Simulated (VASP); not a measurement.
## Ir under a change of volume

Wanted: the elastic response of Ir to a change of volume, with a fit that predicts a row left out.

Method: PBEsol; plane waves and PAW (Ir), in the first sound run; inputs show where later runs differ, in VASP 6.6.1.

**1. Starting point**

The structure is cubic, space group Fm-3m (No. 225). The conventional cell has a = 3.840 Å, b = 3.840 Å, c = 3.840 Å, α = 90.00°, β = 90.00°, γ = 90.00°. Nearest to Ir lie 12 Ir at 2.72 Å.

Coordinates:

```xyz
1
Lattice="0.0000 1.9200 1.9200 1.9200 0.0000 1.9200 1.9200 1.9200 0.0000" Properties=species:S:1:pos:R:3 pbc="T T T"
Ir    0.0000    0.0000    0.0000
```

**2. Relax the crystal, PBEsol**

The series starts from the cell that this level prefers, so that zero strain is near zero stress.

Level: PBEsol; plane waves and PAW (Ir).

INCAR reads:

```
SYSTEM = Ir
PREC = Accurate
ENCUT = 450
EDIFF = 1E-07
NELM = 120
ISMEAR = 1
SIGMA = 0.15
LREAL = .FALSE.
ALGO = Normal
GGA = PS
NBANDS = 10
LASPH = .TRUE.
LORBIT = 11
LWAVE = .FALSE.
LCHARG = .FALSE.
KPAR = 8
IBRION = 2
NSW = 40
ISIF = 3
EDIFFG = -0.005
POTIM = 0.4
```

POSCAR reads:

```
Ir
1.0
    0.0000000000      1.9200000000      1.9200000000
    1.9200000000      0.0000000000      1.9200000000
    1.9200000000      1.9200000000      0.0000000000
Ir
1
Direct
    0.0000000000      0.0000000000      0.0000000000
```

KPOINTS reads:

```
Automatic mesh
0
Gamma
26 26 26
0 0 0
```

Potentials, in the order of the species: Ir (PBE family, release 64).

Started as:

```bash
> mpirun -np 8 vasp_std
```

Log:

```text
[banner, memory and clock lines left out]
running    8 mpi-ranks, on    1 nodes
[...]
|                                                                             |
|           W    W    AA    RRRRR   N    N  II  N    N   GGGG   !!!           |
|           W    W   A  A   R    R  NN   N  II  NN   N  G    G  !!!           |
|           W    W  A    A  R    R  N N  N  II  N N  N  G       !!!           |
|           W WW W  AAAAAA  RRRRR   N  N N  II  N  N N  G  GGG   !            |
|           WW  WW  A    A  R   R   N   NN  II  N   NN  G    G                |
|           W    W  A    A  R    R  N    N  II  N    N   GGGG   !!!           |
|                                                                             |
|     For optimal performance we recommend to set                             |
|       NCORE = 2 up to number-of-cores-per-socket                            |
|     NCORE specifies how many cores store one orbital (NPAR=cpu/NCORE).      |
|     This setting can greatly improve the performance of VASP for DFT.       |
[...]
DAV:   6    -0.981721467513E+01   -0.12811E-05   -0.60663E-07 12378   0.449E-03    0.202E-04
DAV:   7    -0.981721466615E+01    0.89735E-08   -0.10255E-08  5884   0.849E-04
   2 F= -.98172147E+01 E0= -.98171977E+01  d E =0.369888E-02
 trial-energy change:    0.003699  1 .order    0.003786   -0.003701    0.011272
 step:   0.2538(harm=  0.2472)  dis= 0.00000  next Energy=    -9.821385 (dE=-0.471E-03)
[...]
N       E                     dE             d eps       ncg     rms          rms(c)
DAV:   1    -0.983297978526E+01   -0.15765E-01   -0.39138E-01 11092   0.892E+00    0.104E+00
DAV:   2    -0.982258106048E+01    0.10399E-01   -0.23722E-02 11222   0.188E+00    0.389E-01
DAV:   3    -0.982139147122E+01    0.11896E-02   -0.46710E-03 12350   0.743E-01    0.113E-01
DAV:   4    -0.982138734175E+01    0.41295E-05   -0.10947E-04 11952   0.969E-02    0.130E-02
DAV:   5    -0.982138923636E+01   -0.18946E-05   -0.33662E-06 13742   0.106E-02    0.330E-03
DAV:   6    -0.982138943918E+01   -0.20282E-06   -0.54185E-08  8872   0.193E-03    0.134E-04
DAV:   7    -0.982138943769E+01    0.14863E-08   -0.16469E-09  5366   0.443E-04
   3 F= -.98213894E+01 E0= -.98213857E+01  d E =-.475893E-03
[...]
reached required accuracy - stopping structural energy minimisation
```

It took 43 s on 8 MPI ranks of AMD EPYC 7R43, shared host; peak memory 1.2 GiB; 5.6 min of CPU time.

Lines that name or quote the potential files are left out of all logs, and their timing lines are given in words.

OUTCAR, selected parts (step 2):

```text
  Total       -0.0000284     -0.0000284     -0.0000284      0.0000000     -0.0000000      0.0000000
  in kB       -0.0032324     -0.0032324     -0.0032324      0.0000000     -0.0000000      0.0000000
  external PRESSURE =      -0.0032324 kB  Pullay stress =       0.0000000 kB

 POSITION                                       TOTAL-FORCE (eV/Angst)
 -----------------------------------------------------------------------------------
      0.00000      0.00000      0.00000         0.000000      0.000000      0.000000
 -----------------------------------------------------------------------------------
    total drift:                               -0.000000     -0.000000     -0.000000

  FREE ENERGIE OF THE ION-ELECTRON SYSTEM (eV)
  ---------------------------------------------------
  free  energy   TOTEN  =        -9.8213894377 eV

  energy  without entropy=       -9.8213780885  energy(sigma->0) =       -9.82138565

 reached required accuracy - stopping structural energy minimisation

[... 3 further parts left out ...]
[key lines of the parts left out:]
E-fermi :  10.3099
```

Read from the output:

| Quantity | Value |
| --- | --- |
| energy(sigma→0) of the program | -9.8214 eV |
| stress, compression positive | xx, yy, zz 0.00, 0.00, 0.00 GPa |
| volume | 14.082 Å³ |
| ionic steps | 3 |

**3. Relax at fixed volume, PBEsol**

One member in full: the volume is scaled by 1.02, and the cell is held.

Level: PBEsol; plane waves and PAW (Ir).

Changes to INCAR since step 2:

```diff
@@ -15,7 +15,8 @@
 LCHARG = .FALSE.
-KPAR = 8
+KPAR = 2
 IBRION = 2
 NSW = 40
-ISIF = 3
-EDIFFG = -0.005
+ISIF = 2
+EDIFFG = -0.004
 POTIM = 0.4
+MAXMIX = 40
```

POSCAR reads:

```
Ir
1.0
    0.0000000000      1.9293315430      1.9293315430
    1.9293315430      0.0000000000      1.9293315430
    1.9293315430      1.9293315430      0.0000000000
Ir
1
Direct
    0.0000000000      0.0000000000      0.0000000000
```

KPOINTS is that of step 2.

Started as:

```bash
> mpirun -np 2 vasp_std
```

Log:

```text
[banner, memory and clock lines left out]
running    2 mpi-ranks, on    1 nodes
[...]
[... a notice as in an earlier step ...]

 LDA part: xc-table for (Slater+PW92), standard interpolation
 POSCAR, INCAR and KPOINTS ok, starting setup
[...]
entering main loop
       N       E                     dE             d eps       ncg     rms          rms(c)
DAV:   1     0.419561256652E+02    0.41956E+02   -0.40038E+03 10420   0.725E+02
DAV:   2    -0.965566535658E+01   -0.51612E+02   -0.48689E+02 10532   0.184E+02
DAV:   3    -0.104515986179E+02   -0.79593E+00   -0.79364E+00 12016   0.277E+01
DAV:   4    -0.104584538220E+02   -0.68552E-02   -0.68540E-02 11546   0.241E+00
[...]
DAV:  10    -0.981489744543E+01    0.97879E-05   -0.16369E-05 14736   0.442E-02    0.195E-02
DAV:  11    -0.981489904734E+01   -0.16019E-05   -0.11658E-06 11214   0.698E-03    0.207E-03
DAV:  12    -0.981489907694E+01   -0.29606E-07   -0.20940E-08  6972   0.153E-03
   1 F= -.98148991E+01 E0= -.98149158E+01  d E =-.981490E+01
[...]
reached required accuracy - stopping structural energy minimisation
```

Elapsed: 62 s, on 2 MPI ranks; peak memory 0.28 GiB.

Parts of OUTCAR (step 3):

```text
  Total       -0.6585014     -0.6585014     -0.6585014      0.0000000      0.0000000      0.0000000
  in kB      -73.4542131    -73.4542131    -73.4542131      0.0000000      0.0000000      0.0000000
  external PRESSURE =     -73.4542131 kB  Pullay stress =       0.0000000 kB

  FREE ENERGIE OF THE ION-ELECTRON SYSTEM (eV)
  ---------------------------------------------------
  free  energy   TOTEN  =        -9.8148990769 eV

  energy  without entropy=       -9.8149493330  energy(sigma->0) =       -9.81491583

[... 3 parts as in an earlier step ...]

[... 2 further parts left out ...]
[key lines of the parts left out:]
E-fermi :   9.9656
```

Numbers from this step:

| Property | Result |
| --- | --- |
| energy(sigma→0) of the program | -9.8149 eV |
| stress, compression positive | xx, yy, zz -7.35, -7.35, -7.35 GPa |
| ionic steps | 1 |

**4. The whole series**

The other members went through these steps as far as the tables show, with the same cutoff and, step by step, the same mesh; 8 runs are not shown. The session took 0.39 core hours (wall time by ranks) on a shared machine.

```tsv
volume over the relaxed volume	volume (Å³/atom)	pressure (GPa)	energy above the unstrained row, extrapolated to no smearing (meV/atom)
0.940	13.237	28.247	70.417
0.960	13.518	17.670	30.104
0.980	13.800	?	?
0.990	13.941	4.025	1.828
1	14.082	0.001	0.000
1.010	14.222	-3.785	1.601
1.020	14.363	-7.345	6.430
1.040	14.645	-13.842	25.005
1.060	14.926	-19.581	54.319
```

**5. Stress from the known rows**

Fitting a cubic to the 8 known rows (u: logarithm of the volume ratio) gives pressure = − 1186 u³ + 998.1 u² − 390.2 u − 1.05e-4 in GPa; the residuals are 0.0013 GPa r.m.s.

At u = -0.02020 this predicts 8.300 GPa.

**6. Prediction against calculation**

The calculation gives 8.301 GPa, so the prediction is 0.001 GPa too low.

A cubic of the pressure in ln(V/V₀) through all rows has the slope −B at V₀: B = 390 GPa, and its curvature gives B′ = 5.1.

**7. Results**

| Quantity | Value |
| --- | --- |
| error of the predicted pressure | -0.001 GPa |
| bulk modulus | 390 GPa |

What this shows: These are static values: temperature and zero-point motion are left out. In a metal the slopes also depend on mesh and smearing, which were held through the series.

[Lines on the potential files, build, host, timing and source positions are cut from VASP's logs without a mark.]

[Logs are printed without paths, hosts, clocks, repeated set-up lines and the standing remarks that a program may print on its own settings, such as how far it seeks lower states.]

[Hosts, paths, dates, database ids (printed as entryN), source tags and the programs' standing remarks are cut or masked in the printed files.]

[In band tables of VASP the shares of atoms and orbitals are scaled to a sum of 1 inside the atoms' spheres.]
